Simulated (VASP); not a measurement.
Here is the system:

```xyz
2
Lattice="0.0000 2.9476 2.9476 2.9476 0.0000 2.9476 2.9476 2.9476 0.0000" Properties=species:S:1:pos:R:3 pbc="T T T"
Cd     0.0000     0.0000     0.0000
Se     1.4738     1.4738     1.4738
```

The numbers are results of PBE GGA, VASP's PBE PAW potentials (set 64) (plane waves; VASP), not measurements. Run with 500 eV cut-off, 8×8×8 Γ-centred mesh, Gaussian smearing of 0.050 eV, potentials Cd Se.

Problem. Predict the energy per atom (σ→0), pressure, band gap (on the k-mesh) with the smallest direct gap where there is one.

Solution. 
| Quantity | Value |
|---|---|
| band gap (on the k-mesh) | 0.80 eV |
| smallest direct gap (on the k-mesh) | 0.80 eV |
| energy per atom (σ→0) | -2635 meV/atom |
| pressure | 9.98 GPa |

The compound is CdSe in the zinc blende structure, whereas wurtzite is the usual form. It was relaxed first under an external pressure of 10 GPa.
